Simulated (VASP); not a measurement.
Level of theory: PBE GGA, VASP's PBE PAW potentials (set 64) (plane waves; VASP).

Input for VASP

INCAR:
```
ALGO=Normal
EDIFF=1E-7
ENCUT=650
GGA=PE
IBRION=6
ISIF=3
ISMEAR=0
LASPH=T
LCHARG=F
LMAXMIX=4
LREAL=F
LWAVE=F
NELM=100
NFREE=2
NSW=1
POTIM=0.015
PREC=Accurate
SIGMA=0.05
SYSTEM=CdF2
```

File POSCAR:
```
CdF2
3.883950
  0.0000000000   0.7071068339   0.7071068339
  0.7071068339   0.0000000000   0.7071068339
  0.7071068339   0.7071068339   0.0000000000
Cd F
1 2
Direct
  0.0000000000   1.0000000000   0.0000000000
  0.2500000000   0.2500000000   0.2500000000
  0.7500000000   0.7500000000   0.7500000000
```

**KPOINTS**
```
Automatic mesh
0
G
6 6 6
0 0 0
```

POTCAR, in this order: Cd F (PBE.64 set). Program: vasp_std.

The resulting files:

**OSZICAR**
```
...
DAV:   3    -0.109108772699E+02    0.23098E-01   -0.32763E-02  2451   0.212E+00    0.187E-01
DAV:   4    -0.109112092884E+02   -0.33202E-03   -0.32276E-03  2476   0.671E-01    0.124E-01
DAV:   5    -0.109112201193E+02   -0.10831E-04   -0.34858E-05  2580   0.804E-02    0.301E-02
DAV:   6    -0.109112230811E+02   -0.29618E-05   -0.98996E-06  2423   0.338E-02    0.389E-03
DAV:   7    -0.109112229536E+02    0.12747E-06   -0.63302E-07  2382   0.105E-02    0.234E-03
DAV:   8    -0.109112229913E+02   -0.37719E-07   -0.21308E-07  1861   0.494E-03
   9 F= -.10911223E+02 E0= -.10911223E+02  d E =-.124585E-17
       N       E                     dE             d eps       ncg     rms          rms(c)
DAV:   1    -0.109376393787E+02   -0.26416E-01   -0.25510E+00  2313   0.148E+01    0.115E+00
DAV:   2    -0.109193140979E+02    0.18325E-01   -0.20031E-02  2431   0.184E+00    0.674E-01
DAV:   3    -0.109108508655E+02    0.84632E-02   -0.15767E-02  2441   0.154E+00    0.110E-01
DAV:   4    -0.109111291807E+02   -0.27832E-03   -0.18633E-03  2516   0.509E-01    0.690E-02
DAV:   5    -0.109112093464E+02   -0.80166E-04   -0.53804E-05  2663   0.860E-02    0.181E-02
DAV:   6    -0.109112466251E+02   -0.37279E-04   -0.12121E-05  2575   0.367E-02    0.444E-03
DAV:   7    -0.109112372481E+02    0.93770E-05   -0.72308E-07  2618   0.943E-03    0.203E-03
DAV:   8    -0.109112278019E+02    0.94462E-05   -0.14748E-07  1577   0.418E-03    0.459E-04
DAV:   9    -0.109112254729E+02    0.23289E-05   -0.33718E-08  1205   0.176E-03    0.390E-04
DAV:  10    -0.109112243310E+02    0.11419E-05   -0.31293E-09  1180   0.627E-04    0.636E-05
DAV:  11    -0.109112239849E+02    0.34611E-06   -0.50915E-10  1179   0.215E-04    0.348E-05
DAV:  12    -0.109112239605E+02    0.24397E-07   -0.54962E-11  1179   0.781E-05
  10 F= -.10911224E+02 E0= -.10911224E+02  d E =-.124684E-17
       N       E                     dE             d eps       ncg     rms          rms(c)
DAV:   1    -0.109803036938E+02   -0.69080E-01   -0.28290E+00  2312   0.158E+01    0.176E+00
DAV:   2    -0.109339684876E+02    0.46335E-01   -0.35355E-02  2367   0.242E+00    0.984E-01
DAV:   3    -0.109108782205E+02    0.23090E-01   -0.32653E-02  2448   0.211E+00    0.187E-01
DAV:   4    -0.109112095651E+02   -0.33134E-03   -0.32336E-03  2471   0.671E-01    0.124E-01
DAV:   5    -0.109112197116E+02   -0.10147E-04   -0.32188E-05  2647   0.772E-02    0.371E-02
DAV:   6    -0.109112232419E+02   -0.35303E-05   -0.10635E-05  2364   0.363E-02    0.378E-03
DAV:   7    -0.109112231233E+02    0.11859E-06   -0.95559E-07  2418   0.127E-02    0.252E-03
DAV:   8    -0.109112231641E+02   -0.40777E-07   -0.19141E-07  1792   0.464E-03
  11 F= -.10911223E+02 E0= -.10911223E+02  d E =-.124564E-17
       N       E                     dE             d eps       ncg     rms          rms(c)
DAV:   1    -0.109465065424E+02   -0.35283E-01   -0.23278E+00  2344   0.139E+01    0.115E+00
DAV:   2    -0.109247899265E+02    0.21717E-01   -0.19332E-02  2403   0.184E+00    0.674E-01
DAV:   3    -0.109112437488E+02    0.13546E-01   -0.15920E-02  2496   0.156E+00    0.112E-01
DAV:   4    -0.109112797882E+02   -0.36039E-04   -0.18706E-03  2489   0.508E-01    0.712E-02
DAV:   5    -0.109112309384E+02    0.48850E-04   -0.53129E-05  2627   0.819E-02    0.184E-02
DAV:   6    -0.109112212962E+02    0.96422E-05   -0.12277E-05  2579   0.364E-02    0.424E-03
DAV:   7    -0.109112225884E+02   -0.12922E-05   -0.78471E-07  2576   0.101E-02    0.182E-03
DAV:   8    -0.109112235136E+02   -0.92512E-06   -0.13196E-07  1278   0.396E-03    0.434E-04
DAV:   9    -0.109112237368E+02   -0.22325E-06   -0.34428E-08  1215   0.176E-03    0.356E-04
DAV:  10    -0.109112238494E+02   -0.11256E-06   -0.30020E-09  1189   0.613E-04    0.626E-05
DAV:  11    -0.109112238966E+02   -0.47214E-07   -0.48039E-10  1181   0.208E-04
  12 F= -.10911224E+02 E0= -.10911224E+02  d E =-.124678E-17
       N       E                     dE             d eps       ncg     rms          rms(c)
DAV:   1    -0.109803324872E+02   -0.69109E-01   -0.27407E+00  2312   0.155E+01    0.176E+00
DAV:   2    -0.109339782282E+02    0.46354E-01   -0.34907E-02  2350   0.240E+00    0.984E-01
DAV:   3    -0.109108797365E+02    0.23098E-01   -0.32757E-02  2442   0.211E+00    0.187E-01
DAV:   4    -0.109112093865E+02   -0.32965E-03   -0.32089E-03  2451   0.668E-01    0.124E-01
DAV:   5    -0.109112199026E+02   -0.10516E-04   -0.33351E-05  2622   0.785E-02    0.344E-02
DAV:   6    -0.109112232069E+02   -0.33043E-05   -0.10304E-05  2372   0.353E-02    0.379E-03
DAV:   7    -0.109112230785E+02    0.12840E-06   -0.83682E-07  2475   0.120E-02    0.247E-03
DAV:   8    -0.109112231196E+02   -0.41116E-07   -0.19662E-07  1795   0.470E-03
  13 F= -.10911223E+02 E0= -.10911223E+02  d E =-.124558E-17
       N       E                     dE             d eps       ncg     rms          rms(c)
DAV:   1    -0.109245198291E+02   -0.13297E-01   -0.34624E+00  1020   0.154E+01    0.773E-01
DAV:   2    -0.109167338541E+02    0.77860E-02   -0.24474E-02  1068   0.171E+00    0.464E-01
DAV:   3    -0.109112724140E+02    0.54614E-02   -0.63823E-03  1059   0.100E+00    0.693E-02
DAV:   4    -0.109113858983E+02   -0.11348E-03   -0.12317E-03  1217   0.374E-01    0.169E-02
DAV:   5    -0.109113544681E+02    0.31430E-04   -0.24518E-05  1107   0.575E-02    0.571E-03
DAV:   6    -0.109113368936E+02    0.17574E-04   -0.38441E-06  1201   0.210E-02    0.172E-03
DAV:   7    -0.109113354711E+02    0.14224E-05   -0.52276E-07  1063   0.654E-03    0.919E-04
DAV:   8    -0.109113339357E+02    0.15355E-05   -0.22058E-08   530   0.157E-03    0.150E-04
DAV:   9    -0.109113338491E+02    0.86544E-07   -0.29240E-09   544   0.503E-04
  14 F= -.10911334E+02 E0= -.10911334E+02  d E =-.477796E-11
       N       E                     dE             d eps       ncg     rms          rms(c)
DAV:   1    -0.109089650946E+02    0.23688E-02   -0.76021E+00  1030   0.180E+01    0.309E-01
DAV:   2    -0.109113323150E+02   -0.23672E-02   -0.35000E-02  1145   0.152E+00    0.900E-02
DAV:   3    -0.109113237689E+02    0.85461E-05   -0.32181E-04  1146   0.148E-01    0.497E-02
DAV:   4    -0.109113306248E+02   -0.68559E-05   -0.45681E-05  1033   0.675E-02    0.143E-02
DAV:   5    -0.109113334742E+02   -0.28494E-05   -0.42079E-06  1144   0.202E-02    0.464E-03
DAV:   6    -0.109113337849E+02   -0.31076E-06   -0.93376E-07  1116   0.831E-03    0.118E-03
DAV:   7    -0.109113338065E+02   -0.21540E-07   -0.32585E-08   911   0.164E-03
  15 F= -.10911334E+02 E0= -.10911334E+02  d E =-.478628E-11
       N       E                     dE             d eps       ncg     rms          rms(c)
DAV:   1    -0.109078067538E+02    0.35270E-02   -0.39948E+00  1564   0.177E+01    0.189E-01
DAV:   2    -0.109114823613E+02   -0.36756E-02   -0.39259E-02  1681   0.188E+00    0.887E-02
DAV:   3    -0.109113952427E+02    0.87119E-04   -0.18114E-04  1859   0.164E-01    0.507E-02
DAV:   4    -0.109113597142E+02    0.35529E-04   -0.12381E-04  1762   0.131E-01    0.112E-02
DAV:   5    -0.109113634398E+02   -0.37257E-05   -0.26324E-05  1607   0.426E-02    0.731E-03
DAV:   6    -0.109113635313E+02   -0.91455E-07   -0.71695E-07  1775   0.108E-02
  16 F= -.10911364E+02 E0= -.10911364E+02  d E =-.174872E-12
       N       E                     dE             d eps       ncg     rms          rms(c)
DAV:   1    -0.109073913260E+02    0.39721E-02   -0.47040E+00  1564   0.188E+01    0.216E-01
DAV:   2    -0.109115957459E+02   -0.42044E-02   -0.45261E-02  1686   0.191E+00    0.111E-01
DAV:   3    -0.109113975120E+02    0.19823E-03   -0.35303E-04  1856   0.229E-01    0.509E-02
DAV:   4    -0.109113607202E+02    0.36792E-04   -0.19025E-04  1678   0.152E-01    0.137E-02
DAV:   5    -0.109113637096E+02   -0.29894E-05   -0.29952E-05  1602   0.472E-02    0.101E-02
DAV:   6    -0.109113637782E+02   -0.68578E-07   -0.80378E-07  1745   0.117E-02
  17 F= -.10911364E+02 E0= -.10911364E+02  d E =-.177614E-12
```

**OUTCAR**
```
------------------------ aborting loop because EDIFF is reached ----------------------------------------
  FORCE on cell =-STRESS in cart. coord.  units (eV):
  Direction    XX          YY          ZZ          XY          YZ          ZX
  --------------------------------------------------------------------------------------
  Total       -0.0857149     -0.0870347     -0.0870347      0.0000000      0.0212512      0.0000000
  in kB       -3.3148255     -3.3658684     -3.3658684      0.0000000      0.8218399      0.0000000
  external PRESSURE =      -3.3488541 kB  Pullay stress =       0.0000000 kB
  volume of cell :       41.43
      direct lattice vectors                 reciprocal lattice vectors
     0.000000000  2.746367588  2.746367588    -0.182058659  0.182058659  0.182058659
     2.746367588  0.000000000  2.746367588     0.182058659 -0.182058659  0.182058659
     2.746367588  2.746367588  0.000000000     0.182058659  0.182058659 -0.182058659
 POSITION                                       TOTAL-FORCE (eV/Angst)
 -----------------------------------------------------------------------------------
      0.00000      0.00000      0.00000        -0.030883      0.000000      0.000000
      1.35818      1.37318      1.37318         0.058047      0.000000      0.000000
      4.11955      4.11955      4.11955        -0.027164     -0.000000     -0.000000
 -----------------------------------------------------------------------------------
    total drift:                               -0.000849      0.000000      0.000000
  FREE ENERGIE OF THE ION-ELECTRON SYSTEM (eV)
  ---------------------------------------------------
  free  energy   TOTEN  =       -10.9113637782 eV

  energy  without entropy=      -10.9113637782  energy(sigma->0) =      -10.91136378

   1 f  =    8.560807 THz    53.789135 2PiTHz  285.557774 cm-1    35.404636 meV
             X         Y         Z           dx          dy          dz
      0.000000  0.000000  0.000000     0.000000   -0.000000    0.000000
      1.373184  1.373184  1.373184     0.000000   -0.000000    0.707107
      4.119551  4.119551  4.119551    -0.000000    0.000000   -0.707107

   2 f  =    8.560807 THz    53.789135 2PiTHz  285.557774 cm-1    35.404636 meV
             X         Y         Z           dx          dy          dz
      0.000000  0.000000  0.000000    -0.000000    0.000000   -0.000000
      1.373184  1.373184  1.373184     0.677272   -0.203231   -0.000000
      4.119551  4.119551  4.119551    -0.677272    0.203231    0.000000

   3 f  =    8.560807 THz    53.789135 2PiTHz  285.557774 cm-1    35.404636 meV
             X         Y         Z           dx          dy          dz
      0.000000  0.000000  0.000000     0.000000   -0.000000    0.000000
      1.373184  1.373184  1.373184     0.203231    0.677272    0.000000
      4.119551  4.119551  4.119551    -0.203231   -0.677272   -0.000000

   4 f  =    5.966787 THz    37.490426 2PiTHz  199.030579 cm-1    24.676636 meV
             X         Y         Z           dx          dy          dz
      0.000000  0.000000  0.000000     0.003935   -0.000797    0.504304
      1.373184  1.373184  1.373184    -0.004765    0.000966   -0.610579
      4.119551  4.119551  4.119551    -0.004765    0.000966   -0.610579

   5 f  =    5.966787 THz    37.490426 2PiTHz  199.030579 cm-1    24.676636 meV
             X         Y         Z           dx          dy          dz
      0.000000  0.000000  0.000000     0.494258   -0.100161   -0.004015
      1.373184  1.373184  1.373184    -0.598415    0.121268    0.004862
      4.119551  4.119551  4.119551    -0.598415    0.121268    0.004862

   6 f  =    5.966787 THz    37.490426 2PiTHz  199.030579 cm-1    24.676636 meV
             X         Y         Z           dx          dy          dz
      0.000000  0.000000  0.000000     0.100164    0.494273   -0.000000
      1.373184  1.373184  1.373184    -0.121272   -0.598434    0.000000
      4.119551  4.119551  4.119551    -0.121272   -0.598434    0.000000

   7 f/i=    0.011781 THz     0.074025 2PiTHz    0.392985 cm-1     0.048724 meV
             X         Y         Z           dx          dy          dz
      0.000000  0.000000  0.000000    -0.538433   -0.666214    0.109131
      1.373184  1.373184  1.373184    -0.222358   -0.275128    0.045068
      4.119551  4.119551  4.119551    -0.222358   -0.275128    0.045068

   8 f/i=    0.011781 THz     0.074025 2PiTHz    0.392985 cm-1     0.048724 meV
             X         Y         Z           dx          dy          dz
      0.000000  0.000000  0.000000    -0.672047    0.542199   -0.005782
      1.373184  1.373184  1.373184    -0.277537    0.223913   -0.002388
      4.119551  4.119551  4.119551    -0.277537    0.223913   -0.002388

   9 f/i=    0.011781 THz     0.074025 2PiTHz    0.392985 cm-1     0.048724 meV
             X         Y         Z           dx          dy          dz
      0.000000  0.000000  0.000000     0.064063    0.088539    0.856573
      1.373184  1.373184  1.373184     0.026456    0.036564    0.353741
      4.119551  4.119551  4.119551     0.026456    0.036564    0.353741

 ELASTIC MODULI CONTR FROM IONIC RELAXATION (kBar)
 Direction    XX          YY          ZZ          XY          YZ          ZX
 --------------------------------------------------------------------------------
 XX          -0.0000     -0.0000     -0.0000      0.0000      0.0000     -0.0000
 YY          -0.0000     -0.0000     -0.0000      0.0000      0.0000     -0.0000
 ZZ          -0.0000     -0.0000     -0.0000      0.0000      0.0000     -0.0000
 XY           0.0000      0.0000      0.0000    -25.6984     -0.0000     -0.0000
 YZ           0.0000      0.0000      0.0000     -0.0000    -25.6984     -0.0000
 ZX          -0.0000     -0.0000     -0.0000     -0.0000     -0.0000    -25.6984
 --------------------------------------------------------------------------------

 TOTAL ELASTIC MODULI (kBar)
 Direction    XX          YY          ZZ          XY          YZ          ZX
 --------------------------------------------------------------------------------
 XX        1637.0279    594.1723    594.1723     -0.0000      0.0000     -0.0000
 YY         594.1723   1637.0279    594.1723      0.0000      0.0000     -0.0000
 ZZ         594.1723    594.1723   1637.0279     -0.0000      0.0000     -0.0000
 XY          -0.0000      0.0000     -0.0000    175.3780     -0.0000     -0.0000
 YZ           0.0000      0.0000      0.0000     -0.0000    175.3780     -0.0000
 ZX          -0.0000     -0.0000     -0.0000     -0.0000     -0.0000    175.3780
 --------------------------------------------------------------------------------
```
(Selected blocks of OUTCAR.)

The compound is CdF2 in the fluorite structure. It was relaxed first, which changed the volume by +6 %.
